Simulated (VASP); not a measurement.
C (diamond) relaxed at rising pressure, in one space group throughout; other phases were not tried. The pressures are those reached. All values below come from PBEsol GGA, VASP's PBE PAW potentials (set 64) (plane waves; VASP).

```csv
P (GPa),V (Å³/atom),k-mesh
0.00,5.614,13×13×13
5.01,5.554,13×13×13
10.00,5.496,13×13×13
19.96,5.389,13×13×13
29.95,5.290,13×13×13
```

Q: Fit an equation of state and predict the volume at 44.83 GPa.

A: Least squares on the third-order Birch-Murnaghan form, P = (3B0/2)(y⁷ − y⁵)[1 + (3/4)(B′ − 4)(y² − 1)] with y = (V0/V)^(1/3), gives V0 = 5.614 Å³/atom, B0 = 454 GPa and B′ = 3.5, and so 5.156 Å³/atom. The run gave 5.157 Å³/atom, +0.0 % from the fit.

Pressures at which the relaxation failed are left out.

The compound is C in the diamond structure.
